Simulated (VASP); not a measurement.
# TaMo2C3 (P-62m) in VASP: density of states with PBE

Aim: the density of states of TaMo2C3 with PBE.

Program: VASP 6.6.1. These are calculated values, not measurements. Logs are shortened: lines on timing, memory, paths and dates and some standing lists are left out, and cuts for length are marked.

## (1) Starting point

It takes space group P-62m (No. 189, hexagonal). Conventional cell: a = 5.126 Å, b = 5.126 Å, c = 2.848 Å, α = 90.00°, β = 90.00°, γ = 120.00°. Ta (site symmetry -62m) is surrounded by 6 C at 2.25 Å. Around Mo (site symmetry -6) lie 6 C at 2.21 Å. C (site symmetry m2m) is surrounded by 4 Mo at 2.21 Å and 2 Ta at 2.25 Å.

The cell was built by a generator and needn't be a form met in nature.

## (2) Density of states, PBE

POSCAR

```
TaMo2C3                                 
1.0
    5.1257923411      0.0000000000      0.0000000000
   -2.5628961705      4.4390663846      0.0000000000
    0.0000000000      0.0000000000      2.8481595215
  Ta              Mo              C             
     1     2     3
Direct
     0.0000000000000000    0.0000000000000000    0.0000000000000000
     0.6666666699999979    0.3333333300000021    0.0000000000000000
     0.3333333300000021    0.6666666699999979    0.0000000000000000
     0.3400725197427761    0.0000000000000000    0.5000000000000000
     0.6599274802572239    0.6599274802572239    0.5000000000000000
     0.0000000000000000    0.3400725197427761    0.5000000000000000
```

INCAR.step1

```
PREC = Accurate
ENCUT = 520
EDIFF = 1E-6
ISMEAR = 0
SIGMA = 0.1
LREAL = False
LASPH = True
NELM = 100
ALGO = Normal
ISIF = 2
LWAVE = False
LCHARG = True
LMAXMIX = 4
GGA = PE
KPAR = 4
```

KPOINTS.step1

```
regular mesh
0
Gamma
  8 8 10
```

INCAR.step2

```
PREC = Accurate
ENCUT = 520
EDIFF = 1E-6
ISMEAR = -5
SIGMA = 0.1
LREAL = False
LASPH = True
NELM = 100
ALGO = Normal
ISIF = 2
LWAVE = False
LCHARG = False
LMAXMIX = 4
GGA = PE
LORBIT = 11
KPAR = 4
NEDOS = 1001
ICHARG = 11
```

KPOINTS.step2

```
regular mesh
0
Gamma
  12 12 15
```

Potentials or basis: VASP PAW PBE potentials, release 64 (Ta_pv, Mo_sv, C).

On the command line:

```sh
cat potpaw_PBE.64/Ta_pv/POTCAR potpaw_PBE.64/Mo_sv/POTCAR potpaw_PBE.64/C/POTCAR > POTCAR
cp INCAR.step1 INCAR
cp KPOINTS.step1 KPOINTS
mpirun -np 4 vasp_std > vasp.out
cp INCAR.step2 INCAR
cp KPOINTS.step2 KPOINTS
mpirun -np 4 vasp_std > vasp.out
```

OUTCAR:

```text
PREC = Accurate
   ENCUT = 520
   EDIFF = 1E-6
   ISMEAR = -5
   LREAL = False
   LASPH = True
   NELM = 100
   ISIF = 2
   GGA = PE
   LORBIT = 11
   ICHARG = 11

 ion  position               nearest neighbor table
   1  0.000  0.000  0.000-   4 2.25   4 2.25   6 2.25   6 2.25   5 2.25   5 2.25   2 2.96   3 2.96
                             2 2.96   3 2.96   2 2.96   3 2.96
   2  0.667  0.333  0.000-   6 2.21   6 2.21   4 2.21   4 2.21   5 2.21   5 2.21   1 2.96   3 2.96
                             3 2.96   1 2.96   1 2.96   3 2.96
   3  0.333  0.667  0.000-   4 2.21   4 2.21   6 2.21   6 2.21   5 2.21   5 2.21   1 2.96   2 2.96
                             2 2.96   1 2.96   1 2.96   2 2.96
   4  0.340  0.000  0.500-   3 2.21   3 2.21   2 2.21   2 2.21   1 2.25   1 2.25
   5  0.660  0.660  0.500-   3 2.21   3 2.21   2 2.21   2 2.21   1 2.25   1 2.25
   6  0.000  0.340  0.500-   2 2.21   2 2.21   3 2.21   3 2.21   1 2.25   1 2.25

  LATTYP: Found a hexagonal cell.
 ALAT       =     5.1257923411
 C/A-ratio  =     0.5556525376

  Lattice vectors:

 A1 = (   5.1257923411,   0.0000000000,   0.0000000000)
 A2 = (  -2.5628961705,   4.4390663846,   0.0000000000)
 A3 = (   0.0000000000,   0.0000000000,   2.8481595215)

Analysis of symmetry for initial positions (statically):
=====================================================================
 Subroutine PRICEL returns:
 Original cell was already a primitive cell.

 Routine SETGRP: Setting up the symmetry group for a
 hexagonal supercell.

 Subroutine GETGRP returns: Found 12 space group operations
 (whereof 12 operations were pure point group operations)
 out of a pool of 24 trial point group operations.

The static configuration has the point symmetry D_3h.

Analysis of symmetry for dynamics (positions and initial velocities):
=====================================================================
 Subroutine PRICEL returns:
 Original cell was already a primitive cell.

 Routine SETGRP: Setting up the symmetry group for a
 hexagonal supercell.

 Subroutine GETGRP returns: Found 12 space group operations
 (whereof 12 operations were pure point group operations)
 out of a pool of 24 trial point group operations.

The dynamic configuration has the point symmetry D_3h.

 Subroutine INISYM returns: Found 12 space group operations
 (whereof 12 operations are pure point group operations),
 and found     1 'primitive' translations

----------------------------------------------------------------------------------------
[... 113 lines left out ...]
   PSTRESS=    0.0 pullay stress
   NELECT =      51.0000    total number of electrons
   NUPDOWN=      -1.0000    fix difference up-down
   EMIN   =  10.00;   EMAX   =-10.00  energy-range for DOS
   EFERMI =   0.00;   METHOD = LEGACY
   ISMEAR =    -5;   SIGMA  =   0.10  broadening in eV -4-tet -1-fermi 0-gaus
   EFERMI_NEDOS =   21; number of points for ismear=-14 and -15
   IALGO  =     38    algorithm
   IMIX   =      4    mixing-type and parameters
     AMIX     =   0.40;   BMIX     =  1.00
     AMIX_MAG =   1.60;   BMIX_MAG =  1.00
  volume/ion in A,a.u.               =      10.80        72.89
  Fermi-wavevector in a.u.,A,eV,Ry     =   1.511446  2.856218 31.082079  2.284468
  Thomas-Fermi vector in A             =   2.621502
   LORBIT       =     11    0 simple, 1 ext, 2 COOP (PROOUT), +10 PAW based schemes
   GGA     = PE    functional components
   LHFCALC =     F    Hartree Fock is set to
   AEXX    =    0.0000 exact exchange contribution
   IVDW    =     0    specifies the selected vdW correction
   LEPSILON=     F    determine dielectric tensor
   LRPA    =     F    only Hartree local field effects (RPA)
 non-spin polarized calculation
 Fermi weights with tetrahedron method with Bloechl corrections
  energy-cutoff  :      520.00
  volume of cell :       64.81
 maximum number of plane-waves:      1774
 NGX is ok and might be reduce to    40

 number of electron      51.0000003 magnetization

 Free energy of the ion-electron system (eV)
  ---------------------------------------------------
  ext. energy  EPLUGINS =         0.00000000
  ---------------------------------------------------
  free energy    TOTEN  =       -62.17721243 eV

  energy without entropy =      -62.17721243  energy(sigma->0) =      -62.17721243

 E-fermi :   9.6346     XC(G=0): -13.3294

 val. band max:        9.6902495232   @ k =   0.3333   0.0833   0.0000
 cond. band min:       9.6429292393   @ k =   0.1667   0.0833   0.3333
 fundamental gap:     -0.0473202839
 Fermi energy:         9.6346167961

 k-point     1 :       0.0000    0.0000    0.0000
  band No.  band energies     occupation
      1     -51.1715      2.00000
      2     -51.1011      2.00000
      3     -25.4701      2.00000
      4     -25.4701      2.00000
      5     -25.1965      2.00000
      6     -25.1965      2.00000
[... 781 lines left out ...]
     29      12.4269      0.00000
     30      12.9472      0.00000

 [... further k-points ...]
[... 5 lines left out ...]
  --------------------------------------------------------------------------------------
  -------------------------------------------------------------------------------------
  Total        0.1271835      0.1271835     -0.7299826      0.0000000      0.0000000     -0.0000000
  in kB        3.1443031      3.1443031    -18.0470451      0.0000000      0.0000000     -0.0000000
  external PRESSURE =      -3.9194796 kB  Pullay stress =       0.0000000 kB

 VOLUME and BASIS-vectors are now :
 -----------------------------------------------------------------------------
  energy-cutoff  :      520.00
  volume of cell :       64.81
      direct lattice vectors                 reciprocal lattice vectors
     5.125792341  0.000000000  0.000000000     0.195091789  0.112636297  0.000000000
    -2.562896171  4.439066385  0.000000000     0.000000000  0.225272594  0.000000000
     0.000000000  0.000000000  2.848159521     0.000000000  0.000000000  0.351103930

 POSITION                                       TOTAL-FORCE (eV/Angst)
 -----------------------------------------------------------------------------------
      0.00000      0.00000      0.00000         0.000000     -0.000000     -0.000000
      2.56290      1.47969      0.00000         0.000000     -0.000000     -0.000000
     -0.00000      2.95938      0.00000         0.000000     -0.000000     -0.000000
      1.74314      0.00000      1.42408         0.016844     -0.000000      0.000000
      1.69133      2.92946      1.42408        -0.008422     -0.014587      0.000000
     -0.87157      1.50960      1.42408        -0.008422      0.014587     -0.000000
 -----------------------------------------------------------------------------------
    total drift:                                0.000000      0.000000     -0.000000

  FREE ENERGIE OF THE ION-ELECTRON SYSTEM (eV)
  ---------------------------------------------------
  free  energy   TOTEN  =       -62.1772124262 eV

  energy  without entropy=      -62.1772124262  energy(sigma->0) =      -62.17721243

 total charge

# of ion       s       p       d       tot
------------------------------------------
    1        0.331   6.272   2.428   9.031
    2        2.322   6.258   3.955  12.534
    3        2.322   6.258   3.955  12.534
    4        0.868   1.524   0.000   2.392
    5        0.868   1.524   0.000   2.392
    6        0.868   1.524   0.000   2.392
--------------------------------------------------
tot          7.579  23.358  10.338  41.276
```

OUTCAR.step1:

```text
PREC = Accurate
   ENCUT = 520
   EDIFF = 1E-6
   ISMEAR = 0
   LREAL = False
[... 1034 lines left out ...]
     -0.00000      2.95938      0.00000         0.000000      0.000000      0.000000
      1.74314      0.00000      1.42408         0.003279      0.000000      0.000000
      1.69133      2.92946      1.42408        -0.001640     -0.002840      0.000000
     -0.87157      1.50960      1.42408        -0.001640      0.002840      0.000000
 -----------------------------------------------------------------------------------
    total drift:                                0.000000      0.000000     -0.000000

  FREE ENERGIE OF THE ION-ELECTRON SYSTEM (eV)
  ---------------------------------------------------
  free  energy   TOTEN  =       -62.1846312218 eV

  energy  without entropy=      -62.1737668618  energy(sigma->0) =      -62.17919904
```

Run time: 58 s. Hardware: 4 MPI ranks of Intel Xeon Platinum 8488C (Sapphire Rapids), shared host; peak memory 0.4 GiB.

What came out:

```yaml
Valence_electrons_inside_the_program's_atomic_spheres: Ta 9.03; Mo 12.53; C 2.39
```

States per cell in windows of 1 eV (zero at the Fermi level; states under -8 eV left out):
| from (eV) | total | Mo2_d | Mo3_d | Ta1_d | C4_p | C5_p | C6_p |
| --- | --- | --- | --- | --- | --- | --- | --- |
| -8.0 | 0.00 | 0.00 | 0.00 | 0.00 | 0.00 | 0.00 | 0.00 |
| -7.0 | 0.17 | 0.01 | 0.01 | 0.01 | 0.01 | 0.01 | 0.01 |
| -6.0 | 4.25 | 0.52 | 0.52 | 0.30 | 0.28 | 0.28 | 0.28 |
| -5.0 | 2.37 | 0.34 | 0.34 | 0.19 | 0.16 | 0.16 | 0.16 |
| -4.0 | 3.70 | 0.61 | 0.61 | 0.27 | 0.26 | 0.26 | 0.26 |
| -3.0 | 5.41 | 0.89 | 0.89 | 0.50 | 0.41 | 0.41 | 0.41 |
| -2.0 | 3.26 | 0.51 | 0.51 | 0.38 | 0.24 | 0.24 | 0.24 |
| -1.0 | 4.22 | 0.87 | 0.87 | 0.62 | 0.17 | 0.17 | 0.17 |
| 0.0 | 1.49 | 0.30 | 0.30 | 0.27 | 0.04 | 0.04 | 0.04 |
| 1.0 | 1.68 | 0.62 | 0.62 | 0.15 | 0.02 | 0.02 | 0.02 |
| 2.0 | 1.96 | 0.52 | 0.52 | 0.34 | 0.06 | 0.06 | 0.06 |
| 3.0 | 3.30 | 0.95 | 0.95 | 0.45 | 0.11 | 0.11 | 0.11 |
| 4.0 | 0.74 | 0.18 | 0.18 | 0.12 | 0.03 | 0.03 | 0.03 |
| 5.0 | 0.00 | 0.00 | 0.00 | 0.00 | 0.00 | 0.00 | 0.00 |
| 6.0 | 0.00 | 0.00 | 0.00 | 0.00 | 0.00 | 0.00 | 0.00 |
| 7.0 | 0.00 | 0.00 | 0.00 | 0.00 | 0.00 | 0.00 | 0.00 |

Caveat: tetrahedron occupations give inexact forces and stress in metals.
